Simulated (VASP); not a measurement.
# MgO (Periclase): relaxation of cell and atoms with PBEsol

Crystal: MgO (Periclase).

```
Mg O
1.0
     0.00000    2.10850    2.10850
     2.10850    0.00000    2.10850
     2.10850    2.10850    0.00000
Mg O
1 1
Direct
  0.00000 0.00000 0.00000
  0.50000 0.50000 0.50000
```

```
Program                : VASP 6.6.1
Task                   : relaxation of cell and atoms
Functional             : PBEsol
Potentials or basis    : VASP PAW PBE potentials, release 64 (Mg, O)
Cutoff                 : 600 eV
k mesh                 : 12 × 12 × 12
Occupations            : gaussian, width 0.03 eV
Spin                   : no spin polarisation
Further INCAR settings : ALGO = Normal; EDIFF = 1e-06; IBRION = 2; EDIFFG = -0.01; NSW = 90; ISIF = 3
```

```
Relaxed volume                         : 9.31 Å³/atom
Relaxed cell                           : a = 2.975 Å, b = 2.975 Å, c = 2.975 Å, α = 60.00°, β = 60.00°, γ = 60.00°
Space group after relaxing (to 0.05 Å) : Fm-3m (No. 225)
Energy gained by relaxing              : 0.2 meV/atom
Ionic steps                            : 3
Pressure after relaxing                : 0.0 GPa
Band gap on the k mesh                 : 4.66 eV, direct
```

The path:
```csv
step,energy change (eV),largest force (eV/Å),pressure (GPa),volume (Å³)
1,0.0000,0.0000,-1.04,18.75
2,-0.0003,0.0000,0.38,18.58
3,-0.0004,0.0000,0.00,18.63
```

Final structure:
```yaml
crystal:
  lattice:
    - [0.00000, 2.10392, 2.10392]
    - [2.10392, 0.00000, 2.10392]
    - [2.10392, 2.10392, 0.00000]
  atoms:
    - { symbol: Mg, position: [0.00000, 0.00000, 0.00000] }
    - { symbol: O, position: [0.50000, 0.50000, 0.50000] }
```

Levels at points of the mesh, in eV from the valence-band top:
```csv
k point,band 2,band 3,band 4,band 5,band 6,band 7
"(0.00, 0.00, 0.00)",0.00,0.00,0.00,4.66,15.65,15.65
"(0.50, 0.00, 0.00)",-4.69,-0.67,-0.67,7.77,12.54,16.21
"(0.50, 0.50, 0.00)",-4.16,-1.37,-1.37,8.93,9.91,13.00
```

It took 14 s on 1 thread of AMD EPYC 9R14 (Zen 4) (shared host), peak memory 0.12 GiB.

Caveat: the PAW data sets were made with another functional, which shifts forces and pressure a little. A k mesh can miss the band edges.
